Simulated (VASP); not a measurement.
Calculation: RPBE GGA, VASP's PBE PAW potentials (set 64) (plane waves; VASP).

The input files of a VASP run:

KPOINTS:
```
Automatic mesh
0
Gamma
7 7 7
0 0 0
```

### POSCAR
```
AgCl
1
    0.0000000000     2.8807222932     2.8807222932
    2.8807222932     0.0000000000     2.8807222932
    2.8807222932     2.8807222932     0.0000000000
Ag Cl
1 1
Direct
  0.0000000000   0.0000000000   0.0000000000
  0.5000000000   0.5000000000   0.5000000000
```

INCAR:
```
! general
SYSTEM   =  AgCl
PREC     =  Accurate
ENCUT    =  520
LREAL    =  .FALSE.
LASPH    =  .TRUE.

! electronic loop
EDIFF    =  1E-6
NELM     =  100
ALGO     =  Normal
LMAXMIX  =  4

! smearing
ISMEAR   =  0
SIGMA    =  0.05

! functional
GGA      =  RP

! ions
IBRION   =  2
NSW      =  60
ISIF     =  3
EDIFFG   =  -0.01

! output
LWAVE    =  .FALSE.
LCHARG   =  .FALSE.
```

POTCAR, in this order: Ag Cl (PBE.64 set). Program: vasp_std.

Output

File OSZICAR:
```
       N       E                     dE             d eps       ncg     rms          rms(c)
DAV:   1     0.993224390596E+02    0.99322E+02   -0.86954E+03   536   0.123E+03
DAV:   2    -0.392362479820E+00   -0.99715E+02   -0.94188E+02   610   0.245E+02
DAV:   3    -0.491313380273E+01   -0.45208E+01   -0.45031E+01   625   0.552E+01
DAV:   4    -0.495218033229E+01   -0.39047E-01   -0.39043E-01   570   0.579E+00
DAV:   5    -0.495279874800E+01   -0.61842E-03   -0.61841E-03   635   0.721E-01    0.469E+00
DAV:   6    -0.473745938931E+01    0.21534E+00   -0.33800E-01   540   0.734E+00    0.320E+00
DAV:   7    -0.473278977911E+01    0.46696E-02   -0.11896E-01   525   0.287E+00    0.179E+00
DAV:   8    -0.473448383311E+01   -0.16941E-02   -0.84177E-03   535   0.118E+00    0.206E-01
DAV:   9    -0.473478661658E+01   -0.30278E-03   -0.11385E-03   570   0.496E-01    0.514E-02
DAV:  10    -0.473504088633E+01   -0.25427E-03   -0.40673E-04   530   0.195E-01    0.566E-02
DAV:  11    -0.473507399616E+01   -0.33110E-04   -0.44101E-05   550   0.520E-02    0.582E-03
DAV:  12    -0.473507537215E+01   -0.13760E-05   -0.16202E-06   559   0.125E-02    0.568E-03
DAV:  13    -0.473507629350E+01   -0.92134E-06   -0.23489E-06   522   0.124E-02
   1 F= -.47350763E+01 E0= -.47350763E+01  d E =-.473508E+01
```

File OUTCAR:
```
------------------------ aborting loop because EDIFF is reached ----------------------------------------
  FORCE on cell =-STRESS in cart. coord.  units (eV):
  Direction    XX          YY          ZZ          XY          YZ          ZX
  --------------------------------------------------------------------------------------
  Total       -0.0048567     -0.0048567     -0.0048567     -0.0000000      0.0000000      0.0000000
  in kB       -0.1627473     -0.1627473     -0.1627473     -0.0000000      0.0000000      0.0000000
  external PRESSURE =      -0.1627473 kB  Pullay stress =       0.0000000 kB
  volume of cell :       47.81
      direct lattice vectors                 reciprocal lattice vectors
     0.000000000  2.880722293  2.880722293    -0.173567581  0.173567581  0.173567581
     2.880722293  0.000000000  2.880722293     0.173567581 -0.173567581  0.173567581
     2.880722293  2.880722293  0.000000000     0.173567581  0.173567581 -0.173567581
  FREE ENERGIE OF THE ION-ELECTRON SYSTEM (eV)
  ---------------------------------------------------
  free  energy   TOTEN  =        -4.7350762935 eV

  energy  without entropy=       -4.7350762935  energy(sigma->0) =       -4.73507629

 reached required accuracy - stopping structural energy minimisation
```
(Selected blocks of OUTCAR.)

File OUTCAR:
```
 val. band max:        2.5348504111   @ k =   0.4286   0.0000   0.0000

 cond. band min:       3.7492715044   @ k =   0.0000   0.0000   0.0000


 Fermi energy:         2.8316564310

 k-point     1 :       0.0000    0.0000    0.0000
  band No.  band energies     occupation
      1     -11.8392      2.00000
      2       0.5811      2.00000
      3       0.5811      2.00000
      4       0.5811      2.00000
      5       0.6167      2.00000
      6       0.6167      2.00000
      7       0.7242      2.00000
      8       0.7242      2.00000
      9       0.7242      2.00000
     10       3.7493      0.00000
     11      13.5768      0.00000
     12      13.5768      0.00000
     13      13.5768      0.00000

 k-point     2 :       0.1429    0.0000    0.0000
  band No.  band energies     occupation
      1     -11.7846      2.00000
      2      -0.0849      2.00000
      3      -0.0221      2.00000
      4      -0.0221      2.00000
      5       0.6319      2.00000
      6       0.6319      2.00000
      7       0.8361      2.00000
      8       1.4284      2.00000
      9       1.4284      2.00000
     10       4.5285      0.00000
     11      12.0171      0.00000
     12      13.0222      0.00000
     13      13.0222      0.00000

 k-point     3 :       0.2857    0.0000    0.0000
  band No.  band energies     occupation
      1     -11.6575      2.00000
      2      -1.0305      2.00000
      3      -0.5364      2.00000
      4      -0.5364      2.00000
      5       0.7418      2.00000
      6       0.7418      2.00000
      7       0.9702      2.00000
      8       2.1098      2.00000
      9       2.1098      2.00000
     10       5.9455      0.00000
     11      10.1486      0.00000
     12      11.5864      0.00000
     13      11.5864      0.00000

 k-point     4 :       0.4286    0.0000    0.0000
  band No.  band energies     occupation
      1     -11.5505      2.00000
      2      -1.6122      2.00000
      3      -0.8103      2.00000
...
```

The compound is AgCl in the rock salt structure. It was relaxed first, which changed the volume by +12 %. The start is the result of an earlier pass.
